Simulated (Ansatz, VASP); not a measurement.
# Cross-check of O (O2 molecule) between VASP and Ansatz

One calculation is typed for both programs; each brings its own data sets. How far apart do they land? The structure shown is the start of the Ansatz relaxation below; VASP solves that cell, so the two are compared at the walk's first step.

Calculated with Ansatz 0.2.0; plane waves, with VASP 6.6.1 beside it; single point at HSE06.

## 1. The structure

The cell holds 2 atoms: 2 O. Cell: a = 12.000 Å, b = 12.500 Å, c = 13.000 Å, α = 90.0°, β = 90.0°, γ = 90.0°. Vacuum lies along a, b and c.

## 2. Ansatz: relaxation, HSE06

Ansatz runs on its default PAW (the set named soft_2) files.

The two programs are compared at the cell with which this relaxation starts, whose forces are those of its first step.

Input file input.yaml:

```yaml
crystal:
  lattice:
    - [12.0, 0.0, 0.0]
    - [0.0, 12.5, 0.0]
    - [0.0, 0.0, 13.0]
  atoms:
    - { symbol: O, position: [0.45, 0.47, 0.4531520246], spin: 1.0 }
    - { symbol: O, position: [0.45, 0.47, 0.5468479754], spin: 1.0 }
magnetization:
  spin_polarized: true
  initial_magnetization: 2
  spin_locking: { lock_magnetization: hard }
basis:
  ecutwfc: 420
  xc_grid: 2
hamiltonian:
  xc: hse06
kpoints:
  mp_grid: { grid: [1, 1, 1] }
scf:
  occupations: { method: fixed }
  max_iter: 150
output:
  forces: true
relax:
  f_tol: 0.01
  max_steps: 60
checkpoint:
  write: "../hse06.run"
  compress: false
  write_wavefunctions: false
  write_every: 100000
```

On the command line:

```bash
$ ansatz run input.yaml --threads 4 --pin off --max-ram 9420MiB --backend cpu --events-out ev --progress --plain --runs-dir out
```

Numbers of over 12 decimals in the logs are rounded to 6 here.

What it wrote:

```text
Engine: ansatz 0.2.0, aarch64-unknown-linux-gnu
Pseudopotentials: kind: paw
Pseudopotential: O, paw, valence charge 6, recommended cutoff 420 eV (normal), O.paw.azcp
Functional definition: HSE06
  parameter a = 0.25
  parameter omega = 0.11/bohr
  exchange = pbe_x - a*pbe_x_sr(omega) + a*exact_x_sr(omega)
  correlation = pbe_c
davidson cushion auto → on  (no smearing: the cushion is to keep the highest requested band from converging to the state above it; pin scf.eigensolver.cushion to override)
Crystal: 2 atoms, lattice volume = 1950.000 Å³
Basis set: ecut = 420 eV, 38063 PW (Γ), exchange–correlation on 162×180×180 points (8 copies of the dense FFT grid, shifted against one another)
Bands: 11, of which v1, the nominal top of the filled ones, is band 6 counted from 1 (5 counted from 0)
Symmetry: 8 space group operations
Space group: Pmmm (ITA 47), of the structure as read, at distance tolerance 1.2e-4 Å
Magnetic group: BNS 47.249 (UNI 347), of the structure as read, at distance tolerance 1.2e-4 Å
k-points: 1
Non-local potential: O, projectors of the file, l = 0: 2, l = 1: 2, l = 2: 1
PAW form: soft (Blöchl's): semilocal exchange-correlation on the pseudo side does not see the compensation charge
PAW frozen core: O, regenerated for the run's functional, and the local potential with it (the file was generated under x = pbe(κ = 0.804, μ = 0.219515), c = pbe(β = 0.066725))
PAW one-centre angular grid: O, 110 points (default); XC on 96 Gauss nodes
Initial density: superposition of atomic densities (neutral atoms: chi_scale 0, normalization atom)
Starting moments: Σ|m| = 2 μB on 2 of 2 sites
Initial wavefunctions: pseudopotential atomic-orbital guess
Functional: x = pbe(κ = 0.804, μ = 0.219515), c = pbe(β = 0.066725), warm-up for x = pbe(κ = 0.804, μ = 0.219515) + 0.25 (exact − pbe) at short range (hse, ω = 0.207870 Å⁻¹), c = pbe(β = 0.066725); HSE06 as pw.x's `hse` composes it (authors' and Libxc's form: `xc: wpbeh`)
iter 1 solved again at ethr=5.00e-3 eV; its pass at ethr=1.00e-1 eV (dr2=6.00e-1 eV) is discarded
SCF iter   1: F=—  HF=-1129.792890 eV  |F-HF|=—  |Δ(HF+E_count)|=         —  Δρ=8.83e-3 (↑8.83e-3 ↓4.63e-3)  dr2=5.89e-1  dr2_m=5.29e-1  M=2.000 μB ∫|m|=2.019 μB  β_m=0.30  ethr=5.00e-3  ⟨swp⟩=13.5  Hψ=214  notcnv=0  reapply=1
preconditioner: auto → none  [insulator: Δε(μ)=6.530 eV  Ē_g=10.882 eV  n_scr=56 (ndim 8)  ℏωp=2.4 eV  f_vac=0.953]
SCF iter   2: F=—  HF=-1129.795562 eV  |F-HF|=—  |Δ(HF+E_count)|=   2.67e-3  Δρ=5.84e-3 (↑5.84e-3 ↓3.26e-3)  dr2=1.89e-1  dr2_m=2.70e-1  M=2.000 μB ∫|m|=2.023 μB  β_m=0.56  ethr=4.91e-3  ⟨swp⟩=2.0  Hψ=52  notcnv=0
iter 3 solved again at ethr=7.59e-5 eV; its pass at ethr=1.58e-3 eV (dr2=9.11e-3 eV) is discarded
SCF iter   3: F=—  HF=-1129.938919 eV  |F-HF|=—  |Δ(HF+E_count)|=   1.43e-1  Δρ=1.07e-3 (↑1.07e-3 ↓7.43e-4)  dr2=1.01e-2  dr2_m=1.17e-2  M=2.000 μB ∫|m|=2.043 μB  β_m=0.63  ethr=7.59e-5  ⟨swp⟩=7.0  Hψ=141  notcnv=0
SCF iter   4: F=—  HF=-1129.942366 eV  |F-HF|=—  |Δ(HF+E_count)|=   3.45e-3  Δρ=2.77e-4 (↑1.76e-4 ↓2.77e-4)  dr2=5.79e-4  dr2_m=8.09e-4  M=2.000 μB ∫|m|=2.048 μB  β_m=0.64  ethr=7.59e-5  ⟨swp⟩=4.0  Hψ=73  notcnv=0
SCF iter   5: F=—  HF=-1129.942928 eV  |F-HF|=—  |Δ(HF+E_count)|=   5.62e-4  Δρ=6.21e-5 (↑4.09e-5 ↓6.21e-5)  dr2=6.37e-5  dr2_m=2.21e-5  M=2.000 μB ∫|m|=2.050 μB  β_m=0.78  ethr=4.83e-6  ⟨swp⟩=5.5  Hψ=78  notcnv=0
SCF iter   6: F=—  HF=-1129.942923 eV  |F-HF|=—  |Δ(HF+E_count)|=   4.67e-6  Δρ=2.17e-5 (↑2.17e-5 ↓1.10e-5)  dr2=8.30e-6  dr2_m=2.23e-6  M=2.000 μB ∫|m|=2.050 μB  β_m=0.84  ethr=5.31e-7  ⟨swp⟩=6.0  Hψ=87  notcnv=0  defer=2
SCF iter   7: F=—  HF=-1129.942920 eV  |F-HF|=—  |Δ(HF+E_count)|=   2.52e-6  Δρ=3.07e-6 (↑3.07e-6 ↓1.92e-6)  dr2=1.98e-7  dr2_m=3.96e-8  M=2.000 μB ∫|m|=2.050 μB  β_m=0.88  ethr=6.92e-8  ⟨swp⟩=5.5  Hψ=81  notcnv=0  defer=2
SCF iter   8: F=-1129.942920 eV  HF=-1129.942920 eV  |F-HF|=6.57e-10  |Δ(HF+E_count)|=   5.21e-8  Δρ=4.09e-7 (↑4.09e-7 ↓1.51e-7)  dr2=1.39e-9  dr2_m=8.48e-10  M=2.000 μB ∫|m|=2.050 μB  ethr=1.65e-9  ⟨swp⟩=4.5  Hψ=82  notcnv=0  defer=4
SCF 1 converged in 8 iterations: F = -1129.942920 eV  dr2 = 1.39e-9
  greatest PAW one-centre occupation: 0.885 electrons in one spin orbital (limit 2), on the O atom at site 1 (counted from 0), in its partial waves of l = 0
Initial density: handed on by an earlier stage of this run
Starting moments: Σ|m| = 2 μB on 2 of 2 sites; this step starts from the density that it was given
Initial wavefunctions: those handed on with the density
Functional: x = pbe(κ = 0.804, μ = 0.219515) + 0.25 (exact − pbe) at short range (hse, ω = 0.207870 Å⁻¹), c = pbe(β = 0.066725); HSE06 as pw.x's `hse` composes it (authors' and Libxc's form: `xc: wpbeh`)
[...]
relax step   3: F+E_penalty+E_count = -1129.35285026 eV  Δ(F+E_penalty+E_count) = -1.533e-3 eV  max|allowed force component| = 3.960e-2 eV/Å  Δτ_max = 0.0033 Å  (7 SCF iters, dr2 threshold 1.59e-5 eV, accepted)
[...]
relax step   4: F+E_penalty+E_count = -1129.35285028 eV  Δ(F+E_penalty+E_count) = -2.476e-8 eV  max|allowed force component| = 3.810e-2 eV/Å  Δτ_max = 0.0000 Å  (5 SCF iters, accepted)
[...]
relax step   5: F+E_penalty+E_count = -1129.35285886 eV  Δ(F+E_penalty+E_count) = -8.579e-6 eV  max|allowed force component| = 4.846e-4 eV/Å  Δτ_max = 0.0002 Å  (6 SCF iters, accepted)
hybrid SCF converged: 2 outer / 6 inner (+0 warm-up), last move |dexx| = 2.06e-9 eV, tail = 1.62e-9 eV
Magnetization: 2.0000 μB (7.0000 up, 5.0000 down)
Absolute magnetization: 2.0824 μB (∫|ρ↑−ρ↓|, with the PAW one-centre terms)
Spin contamination: 0.0100 ħ² per cell (⟨S²⟩ above its minimum at these occupations)
Per-site moments (μB) at R_I (Å): [(0.556890, 0.491398), (0.556890, 0.491398)]
Free energy (F): -1129.352859 eV
Frozen-core exchange: fock
Harris-Foulkes:  -1129.352859 eV  (|F-HF|=3.05e-11)
Internal energy: -1129.352859 eV  (E = F + TS)
E sigma→0 (E₀):  -1129.352859 eV
Fermi energy:    -8.357049 (↑ -8.357049, ↓ -12.672773) eV
--- Per-component energies (eV) ---
  E_band       = -217.543069
  E_kinetic    = 343.829527
  E_local      = -2244.044234  (includes V_loc(G=0)·N_el)
  E_nonlocal   = 96.342127
  E_hartree    = 931.921376
  E_xc         = -114.723640
  E_vxc        = -144.797299  (∫ρ·V_xc dr)
  E_exx        = -37.643750  (= α·E_x^exact, valence–valence)
  E_paw        = -305.727061  (= ΣΔE_a)
  E_vpaw       = -57.433783  (= ΣTr[D̂ρ^β])
  E_aug_tail   = 0.004691  (compensation charges beyond the density's cutoff)
  E_ewald      = 200.741432
  E_core_change = -0.053320  (= ΣΔE_core)
  E_smearing   = -0.000000  (= −TS)
  E_closure    = -0.000006  (closes the sum)
  Σ components = -1129.352859   (vs F -1129.352859, Δ=0.00e0)
--- Forces (eV/Å), atoms counted from 1 ---
  atom   1  O     -0.00000000     0.00000000     0.00048456
  atom   2  O     -0.00000000     0.00000000    -0.00048456
  max |Σ_I F_I| component: 6.62e-24 eV/Å
--- Band table (eV) ---
  k-point 0 ↑: bands = ["-36.4354", "-23.1473", "-15.7018", "-15.7018", "-15.1625", "-8.3571", "-8.3570", "-0.1437", "0.6799"]
  k-point 0 ↓: bands = ["-34.8158", "-20.5046", "-14.0142", "-12.6728", "-12.6728", "-3.0841", "-3.0841", "-0.0861", "0.7520"]
  guard bands above this table: 2 of the run's 11 bands. The solve was not asked for them (output.publish_guard_bands: true or output.eigenvalues: true publishes all)
--- Relaxed structure (5 steps of the walk, 5 accepted, 0 SCFs on fresh bases) ---
  F+E_penalty+E_count = -1129.35285886 eV   max|allowed force component| = 4.846e-4 eV/Å
  atoms:
    - { symbol: O, position: [0.45, 0.470000, 0.454182] }
    - { symbol: O, position: [0.45, 0.470000, 0.545818] }
```

The column dr2 measures how far the density is from self-consistency, as an energy; F and HF (Harris–Foulkes) agree once it is small.

## 3. VASP: single point, HSE06, start cell

The same cell, functional and mesh now go to VASP, with its own data sets.

Lines of VASP's logs that name or quote its potential files are left out, and so is its time.

The run reads the wave functions of an earlier VASP run, which isn't shown here.

Input file INCAR:

```
SYSTEM = O
PREC = Accurate
ENCUT = 1000
EDIFF = 1E-06
NELM = 100
ISMEAR = 0
SIGMA = 0.01
LREAL = .FALSE.
ALGO = Normal
LHFCALC = .TRUE.
AEXX = 0.25
GGA = PE
HFSCREEN = 0.208
LASPH = .TRUE.
NBANDS = 14
ISPIN = 2
MAGMOM = 0.56 0.56
PRECFOCK = Fast
LORBIT = 11
LWAVE = .FALSE.
LCHARG = .FALSE.
ISIF = 2
NUPDOWN = 2
```

Input file POSCAR:

```
O
1.0
   12.0000000000      0.0000000000      0.0000000000
    0.0000000000     12.5000000000      0.0000000000
    0.0000000000      0.0000000000     13.0000000000
O
2
Direct
    0.4500000000      0.4700000000      0.4531520000
    0.4500000000      0.4700000000      0.5468480000
```

Input file KPOINTS:

```
Automatic mesh
0
Gamma
1 1 1
0 0 0
```

The projector-augmented-wave data sets are O_h (PBE family, release 64).

On the command line:

```bash
$ export OMP_NUM_THREADS=3
$ mpirun -np 1 vasp_gam
```

What it wrote:

```text
[banner, memory and clock lines left out]
running    1 mpi-ranks, on    1 nodes
 distrk:  each k-point on    1 cores,    1 groups
 distr:  one band on    1 cores,    1 groups
 Offloading initialized ...    1 GPUs detected
 POSCAR found type information on POSCAR O
 POSCAR found :  1 types and       2 ions
 LDA part: xc-table for (Slater+PW92), standard interpolation
 found WAVECAR, reading the header
 POSCAR, INCAR and KPOINTS ok, starting setup
 FFT: planning ... GRIDC
 FFT: planning ... GRID_SOFT
 FFT: planning ... GRID
 reading WAVECAR
 the WAVECAR file was read successfully
 initial charge from wavefunction
 entering main loop
       N       E                     dE             d eps       ncg     rms          rms(c)
DAV:   1    -0.141626520936E+02   -0.14163E+02   -0.42317E-01    56   0.662E+00    0.615E-01
DAV:   2    -0.141670716401E+02   -0.44195E-02   -0.30521E-02    68   0.117E+00    0.307E-01
DAV:   3    -0.141672830009E+02   -0.21136E-03   -0.22952E-03    56   0.294E-01    0.168E-01
DAV:   4    -0.141672112646E+02    0.71736E-04   -0.18783E-04    56   0.102E-01    0.978E-02
DAV:   5    -0.141671888390E+02    0.22426E-04   -0.37800E-05    56   0.516E-02    0.569E-02
DAV:   6    -0.141671947343E+02   -0.58954E-05   -0.13003E-05    56   0.260E-02    0.336E-02
DAV:   7    -0.141672076708E+02   -0.12936E-04   -0.52952E-06    56   0.171E-02    0.198E-02
DAV:   8    -0.141672208729E+02   -0.13202E-04   -0.21129E-06    56   0.106E-02    0.119E-02
DAV:   9    -0.141672324838E+02   -0.11611E-04   -0.95170E-07    56   0.714E-03    0.716E-03
DAV:  10    -0.141672406482E+02   -0.81644E-05   -0.52800E-07    56   0.493E-03    0.449E-03
DAV:  11    -0.141672469149E+02   -0.62667E-05   -0.27785E-07    56   0.326E-03    0.291E-03
DAV:  12    -0.141672517635E+02   -0.48486E-05   -0.17063E-07    56   0.224E-03    0.201E-03
DAV:  13    -0.141672558056E+02   -0.40421E-05   -0.11660E-07    56   0.178E-03    0.146E-03
DAV:  14    -0.141672591505E+02   -0.33449E-05   -0.94316E-08    56   0.180E-03    0.112E-03
[...]
DAV:  26    -0.141672877958E+02   -0.17362E-05   -0.29467E-09    56   0.247E-04    0.210E-04
DAV:  27    -0.141672893908E+02   -0.15950E-05   -0.26085E-09    56   0.228E-04    0.190E-04
DAV:  28    -0.141672908493E+02   -0.14585E-05   -0.22993E-09    56   0.213E-04    0.172E-04
DAV:  29    -0.141672921842E+02   -0.13349E-05   -0.20396E-09    56   0.212E-04    0.156E-04
DAV:  30    -0.141672934086E+02   -0.12243E-05   -0.18919E-09    56   0.216E-04    0.142E-04
DAV:  31    -0.141672945176E+02   -0.11091E-05   -0.16852E-09    56   0.200E-04    0.129E-04
DAV:  32    -0.141672955270E+02   -0.10093E-05   -0.14521E-09    56   0.170E-04    0.118E-04
DAV:  33    -0.141672964436E+02   -0.91666E-06   -0.12233E-09    56   0.148E-04
   1 F= -.14167296E+02 E0= -.14167296E+02  d E =-.545807E-84  mag=     2.0000
```

OUTCAR, selected parts (step 3):

```text
ion  position               nearest neighbor table
   1  0.450  0.470  0.453-   2 1.22
   2  0.450  0.470  0.547-   1 1.22

  LATTYP: Found a simple orthorhombic cell.
 ALAT       =    12.0000000000
 B/A-ratio  =     1.0416666667
 C/A-ratio  =     1.0833333333

 Subroutine GETGRP returns: Found  8 space group operations
 (whereof  2 operations were pure point group operations)

The static configuration has the point symmetry C_1h.
 The point group associated with its full space group is D_2h.

 Found      1 irreducible k-points:

   k-points           NKPTS =      1   k-points in BZ     NKDIM =      1   number of bands    NBANDS=     14

   dimension x,y,z NGX =   126 NGY =  140 NGZ =  140
   dimension x,y,z NGXF=   252 NGYF=  280 NGZF=  280

   ENCUT  = 1000.0 eV  73.50 Ry    8.57 a.u.  30.94 32.23 33.52*2*pi/ulx,y,z

   NELECT =      12.0000    total number of electrons

 k-points in reciprocal lattice and weights: Automatic mesh
   0.00000000  0.00000000  0.00000000       1.000

  exchange ACFDT corr.  =         0.00000000  see jH, gK, PRB 81, 115126

 average (electrostatic) potential at core
       1-118.5696       2-118.5696

 E-fermi : -12.2688

 spin component 1
 k-point     1 :       0.0000    0.0000    0.0000
  band No.  band energies     occupation
    ...
      3     -15.4751      1.00000
      4     -15.4750      1.00000
      5     -15.0530      1.00000
      6      -8.6214      1.00000
      7      -8.6213      1.00000
      8      -0.1617      0.00000
      9       0.6323      0.00000
     10       0.6484      0.00000
     11       0.8067      0.00000
     12       0.8762      0.00000
    ...

 spin component 2
 k-point     1 :       0.0000    0.0000    0.0000
  band No.  band energies     occupation
      1     -34.2359      1.00000
      2     -20.7370      1.00000
      3     -13.9800      1.00000
      4     -12.4063      1.00000
      5     -12.4062      1.00000
      6      -3.3279      0.00000
      7      -3.3279      0.00000
      8      -0.1167      0.00000
      9       0.6775      0.00000
     10       0.7404      0.00000
    ...

  Total        0.0121327      0.0101667     -2.3579550      0.0000000      0.0000000      0.0000000
  in kB        0.0099686      0.0083533     -1.9373651      0.0000000      0.0000000      0.0000000
  external PRESSURE =      -0.6396811 kB  Pullay stress =       0.0000000 kB

  energy-cutoff  :     1000.00
  volume of cell :     1950.00
      direct lattice vectors                 reciprocal lattice vectors
    12.000000000  0.000000000  0.000000000     0.083333333  0.000000000  0.000000000
     0.000000000 12.500000000  0.000000000     0.000000000  0.080000000  0.000000000
     0.000000000  0.000000000 13.000000000     0.000000000  0.000000000  0.076923077

 POSITION                                       TOTAL-FORCE (eV/Angst)
 -----------------------------------------------------------------------------------
      5.40000      5.87500      5.89098         0.000000      0.000000      1.968232
      5.40000      5.87500      7.10902         0.000000      0.000000     -1.968232
 -----------------------------------------------------------------------------------
    total drift:                                0.007852      0.002517      0.000001

  FREE ENERGIE OF THE ION-ELECTRON SYSTEM (eV)
  ---------------------------------------------------
  free  energy   TOTEN  =       -14.1672964436 eV

  energy  without entropy=      -14.1672964436  energy(sigma->0) =      -14.16729644

 total charge
# of ion       s       p       d       tot
------------------------------------------
    1        1.091   2.216   0.000   3.307
    2        1.091   2.216   0.000   3.307
--------------------------------------------------
tot          2.182   4.431   0.000   6.613

 magnetization (x)
# of ion       s       p       d       tot
------------------------------------------
    1        0.019   0.626   0.000   0.645
    2        0.019   0.626   0.000   0.645
--------------------------------------------------
tot          0.037   1.252   0.000   1.289
```

The run ends at a pressure of -0.06 GPa, with forces up to 2.0 eV/Å.

## 4. Differences

Known differences besides the potentials themselves: exact exchange at q = 0 is treated differently, which shows on coarse meshes; VASP keeps PBE cores, Ansatz makes them for the functional; fixed occupations in Ansatz, narrow Gaussian smearing in VASP; the cutoff is 420 eV in Ansatz and 1000 eV in VASP; VASP takes a coarser grid for exact exchange (PRECFOCK = Fast). Total energies have different zeros and are not compared.

Forces (eV/Å; atoms numbered as in POSCAR):

```tsv
atom	Ansatz x, y, z	VASP x, y, z
O1	0.000, 0.000, 2.061	0.000, 0.000, 1.968
O2	0.000, 0.000, -2.061	0.000, 0.000, -1.968
```

The forces differ by 54 meV/Å r.m.s., which is 4.7 % of the r.m.s. force of 1.136 eV/Å (both taken over all components). Moments aren't recorded for both runs of this pair, so they may hold unlike magnetic states.

## 5. Outcome

```
r.m.s. force difference (single point, HSE06, start cell) : 4.7 % of the r.m.s. force
```

What this shows: The r.m.s. force difference is 4.7 % of the r.m.s. force (single point, HSE06, start cell), beyond the 3 % picked in this series as the mark of a large difference. What causes the difference of the single point, HSE06, start cell pair stays open here. 1 further run of this series is not shown here. Such differences can come from data sets, numerical settings and the points named under the comparisons, not from the functional's error against experiment.

[Lines on the potential files, build, host, timing and source positions are cut from VASP's logs without a mark.]

[Logs are printed without paths, hosts, clocks, repeated set-up lines and the standing remarks that a program may print on its own settings, such as how far it seeks lower states.]

[Hosts, paths, dates, database ids (printed as entryN), source tags and the programs' standing remarks are cut or masked in the printed files.]
